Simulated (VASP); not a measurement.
Output of a VASP run:

File OUTCAR:
```
 ion  position               nearest neighbor table
   1  0.228  0.228  0.228-   2 2.40   2 2.40   2 2.40
   2  0.772  0.772  0.772-   1 2.40   1 2.40   1 2.40
  LATTYP: Found a trigonal (rhomboedric) cell.
 ALAT       =     3.9164044453
 COS(alpha) =     0.5808928928
 Subroutine PRICEL returns:
 Original cell was already a primitive cell.
 Subroutine GETGRP returns: Found 12 space group operations
The static configuration has the point symmetry D_3d.
The dynamic configuration has the point symmetry D_3d.
 Subroutine INISYM returns: Found 12 space group operations
 Subroutine IBZKPT returns following result:
 Found     65 irreducible k-points:

 Following reciprocal coordinates:
            Coordinates               Weight
  0.000000  0.000000  0.000000      1.000000
  0.125000  0.000000  0.000000      6.000000
  0.250000  0.000000  0.000000      6.000000
  0.375000  0.000000  0.000000      6.000000
  0.500000  0.000000  0.000000      3.000000
  0.125000  0.125000  0.000000      6.000000
  0.250000  0.125000  0.000000     12.000000
  0.375000  0.125000  0.000000     12.000000
  0.500000  0.125000 -0.000000     12.000000
 -0.375000  0.125000 -0.000000     12.000000
 -0.250000  0.125000  0.000000     12.000000
 -0.125000  0.125000  0.000000      6.000000
  0.250000  0.250000  0.000000      6.000000
  0.375000  0.250000  0.000000     12.000000
  0.500000  0.250000  0.000000     12.000000
 -0.375000  0.250000 -0.000000     12.000000
 -0.250000  0.250000  0.000000      6.000000
  0.375000  0.375000  0.000000      6.000000
  0.500000  0.375000  0.000000     12.000000
 -0.375000  0.375000  0.000000      6.000000
  0.500000  0.500000  0.000000      3.000000
  0.125000  0.125000  0.125000      2.000000
  0.250000  0.125000  0.125000      6.000000
  0.375000  0.125000  0.125000      6.000000
  0.500000  0.125000  0.125000      6.000000
 -0.375000  0.125000  0.125000      6.000000
 -0.250000  0.125000  0.125000      6.000000
 -0.125000  0.125000  0.125000      6.000000
  0.250000  0.250000  0.125000      6.000000
  0.375000  0.250000  0.125000     12.000000
  0.500000  0.250000  0.125000     12.000000
 -0.375000  0.250000  0.125000     12.000000
 -0.250000  0.250000  0.125000     12.000000
 -0.125000  0.250000  0.125000     12.000000
  0.375000  0.375000  0.125000      6.000000
  0.500000  0.375000  0.125000     12.000000
 -0.375000  0.375000  0.125000     12.000000
 -0.250000  0.375000  0.125000     12.000000
 -0.125000  0.375000  0.125000     12.000000
  0.500000  0.500000  0.125000      6.000000
   k-points           NKPTS =     65   k-points in BZ     NKDIM =     65   number of bands    NBANDS=     10
   number of dos      NEDOS =    301   number of ions     NIONS =      2
   total plane-waves  NPLWV =  21952
   dimension x,y,z NGX =    28 NGY =   28 NGZ =   28
   dimension x,y,z NGXF=    56 NGYF=   56 NGZF=   56
   ions per type =               2
   PREC   = accura    normal or accurate (medium, high low for compatibility)
   ISTART =      0    job   : 0-new  1-cont  2-samecut
   ICHARG =      2    charge: 1-file 2-atom 10-const
   ISPIN  =      1    spin polarized calculation?
   LNONCOLLINEAR =      F non collinear calculations
   LSORBIT =      F    spin-orbit coupling
   INIWAV =      1    electr: 0-lowe 1-rand  2-diag
   ENCUT  =  400.0 eV  29.40 Ry    5.42 a.u.   6.39  6.39  6.39*2*pi/ulx,y,z
   NELM   =    100;   NELMIN=  2; NELMDL= -5     # of ELM steps
   EDIFF  = 0.1E-05   stopping-criterion for ELM
   LREAL  =      F    real-space projection
   NLSPLINE    = F    spline interpolate recip. space projectors
   LMAXMIX     =    4 max onsite mixed and CHGCAR
   VOSKOWN=      0    Vosko Wilk Nusair interpolation
   EDIFFG = -.1E-01   stopping-criterion for IOM
   NSW    =     60    number of steps for IOM
   NBLOCK =      1;   KBLOCK =     60    inner block; outer block
...
```

**OSZICAR**
```
...
DAV:   7    -0.281055281482E+02   -0.28724E-06   -0.84331E-08   684   0.307E-03
  11 F= -.28105528E+02 E0= -.28105308E+02  d E =-.485490E-03
       N       E                     dE             d eps       ncg     rms          rms(c)
DAV:   1    -0.281057635468E+02   -0.23569E-03   -0.48986E-02  1398   0.159E+00    0.130E-01
DAV:   2    -0.281056810741E+02    0.82473E-04   -0.11368E-03  1426   0.267E-01    0.713E-02
DAV:   3    -0.281057522039E+02   -0.71130E-04   -0.34699E-04  1382   0.185E-01    0.136E-02
DAV:   4    -0.281057919971E+02   -0.39793E-04   -0.66320E-05  1354   0.856E-02    0.884E-03
DAV:   5    -0.281057731299E+02    0.18867E-04   -0.49636E-05  1344   0.701E-02    0.437E-03
DAV:   6    -0.281058074783E+02   -0.34348E-04   -0.12371E-05  1328   0.369E-02    0.127E-03
DAV:   7    -0.281058080018E+02   -0.52352E-06   -0.17074E-07   736   0.432E-03
  12 F= -.28105808E+02 E0= -.28105576E+02  d E =-.765343E-03
       N       E                     dE             d eps       ncg     rms          rms(c)
DAV:   1    -0.281060169989E+02   -0.20952E-03   -0.20786E-02  1370   0.102E+00    0.977E-02
DAV:   2    -0.281059353890E+02    0.81610E-04   -0.56976E-04  1350   0.197E-01    0.585E-02
DAV:   3    -0.281059023319E+02    0.33057E-04   -0.23191E-04  1330   0.130E-01    0.130E-02
DAV:   4    -0.281059253121E+02   -0.22980E-04   -0.18805E-05  1394   0.469E-02    0.104E-02
DAV:   5    -0.281059140786E+02    0.11234E-04   -0.12647E-05  1336   0.355E-02    0.323E-03
DAV:   6    -0.281059245099E+02   -0.10431E-04   -0.62307E-06  1320   0.256E-02    0.148E-03
DAV:   7    -0.281059251592E+02   -0.64936E-06   -0.30159E-07   684   0.539E-03
  13 F= -.28105925E+02 E0= -.28105658E+02  d E =-.117157E-03
       N       E                     dE             d eps       ncg     rms          rms(c)
DAV:   1    -0.281059278952E+02   -0.33853E-05   -0.31705E-04  1372   0.126E-01    0.122E-02
DAV:   2    -0.281059266961E+02    0.11990E-05   -0.83072E-06  1348   0.236E-02    0.732E-03
DAV:   3    -0.281059262785E+02    0.41762E-06   -0.33175E-06  1330   0.150E-02
  14 F= -.28105926E+02 E0= -.28105666E+02  d E =-.118277E-03
       N       E                     dE             d eps       ncg     rms          rms(c)
DAV:   1    -0.281059270552E+02   -0.35907E-06   -0.45756E-05  1368   0.480E-02    0.518E-03
DAV:   2    -0.281059270197E+02    0.35516E-07   -0.11674E-06   862   0.908E-03
  15 F= -.28105927E+02 E0= -.28105664E+02  d E =-.119018E-03
       N       E                     dE             d eps       ncg     rms          rms(c)
DAV:   1    -0.281059265519E+02    0.50327E-06   -0.26505E-05  1408   0.366E-02    0.363E-03
DAV:   2    -0.281059265591E+02   -0.71782E-08   -0.77154E-07   780   0.763E-03
  16 F= -.28105927E+02 E0= -.28105662E+02  d E =-.118557E-03
       N       E                     dE             d eps       ncg     rms          rms(c)
DAV:   1    -0.281059457570E+02   -0.19205E-04   -0.50301E-03  1414   0.499E-01    0.399E-02
DAV:   2    -0.281059577656E+02   -0.12009E-04   -0.20024E-04  1356   0.112E-01    0.218E-02
DAV:   3    -0.281059599854E+02   -0.22197E-05   -0.17215E-05  1386   0.383E-02    0.611E-03
DAV:   4    -0.281059610206E+02   -0.10353E-05   -0.28216E-06  1244   0.160E-02    0.317E-03
DAV:   5    -0.281059603295E+02    0.69107E-06   -0.16498E-06   792   0.144E-02
  17 F= -.28105960E+02 E0= -.28105670E+02  d E =-.337704E-04
```

### OUTCAR
```
------------------------ aborting loop because EDIFF is reached ----------------------------------------
  FORCE on cell =-STRESS in cart. coord.  units (eV):
  Direction    XX          YY          ZZ          XY          YZ          ZX
  --------------------------------------------------------------------------------------
  Total       -0.0009571     -0.0009571     -0.0054974      0.0000000      0.0000000      0.0000000
  in kB       -0.0344871     -0.0344871     -0.1980944      0.0000000      0.0000000      0.0000000
  external PRESSURE =      -0.0890229 kB  Pullay stress =       0.0000000 kB
  volume of cell :       44.46
      direct lattice vectors                 reciprocal lattice vectors
     1.980223927  1.143282805  3.273207878     0.252496697  0.145778991  0.101836913
    -1.980223927  1.143282805  3.273207878    -0.252496697  0.145778991  0.101836913
     0.000000000 -2.286566688  3.273207868     0.000000000 -0.291557983  0.101836865
 POSITION                                       TOTAL-FORCE (eV/Angst)
 -----------------------------------------------------------------------------------
      0.00000     -0.00000      2.45470         0.000000     -0.000000      0.002743
      0.00000     -0.00000      7.36492        -0.000000      0.000000     -0.002743
 -----------------------------------------------------------------------------------
    total drift:                               -0.000000      0.000000     -0.000000
  FREE ENERGIE OF THE ION-ELECTRON SYSTEM (eV)
  ---------------------------------------------------
  free  energy   TOTEN  =       -28.1059603295 eV

  energy  without entropy=      -28.1053802513  energy(sigma->0) =      -28.10567029

 reached required accuracy - stopping structural energy minimisation
```
(Selected blocks of OUTCAR.)

**POSCAR**
```
Se
1
    1.7928130000     1.0350810000     3.3245530000
   -1.7928130000     1.0350810000     3.3245530000
    0.0000000000    -2.0701630000     3.3245530000
Se
2
Direct
  0.2275400000   0.2275400000   0.2275400000
  0.7724600000   0.7724600000   0.7724600000
```

Q: Reconstruct the remaining input files.

A: Several could match; the one computed here: the input of the run itself, r2SCAN meta-GGA, plane waves, VASP's PBE PAW potentials (set 64).

**INCAR**
```
ALGO = Normal
EDIFF = 1E-6
EDIFFG = -0.01
ENCUT = 400
IBRION = 2
ISIF = 3
ISMEAR = 0
LASPH = .TRUE.
LCHARG = .FALSE.
LMAXMIX = 4
LMIXTAU = .TRUE.
LREAL = .FALSE.
LWAVE = .FALSE.
METAGGA = R2SCAN
NELM = 100
NSW = 60
PREC = Accurate
SIGMA = 0.05
SYSTEM = Se
```

**KPOINTS**
```
Automatic mesh
0
Gamma
 8 8 8
0 0 0
```

POTCAR, in this order: Se (PBE.64 set). Program: vasp_std.

Energy and stress use the plane-wave basis of the starting cell.

The structure was generated: Se was put into the A7 type (R-3m), which need not be its known phase. This run relaxes it. Symmetry was kept, so distortions that lower it aren't found.
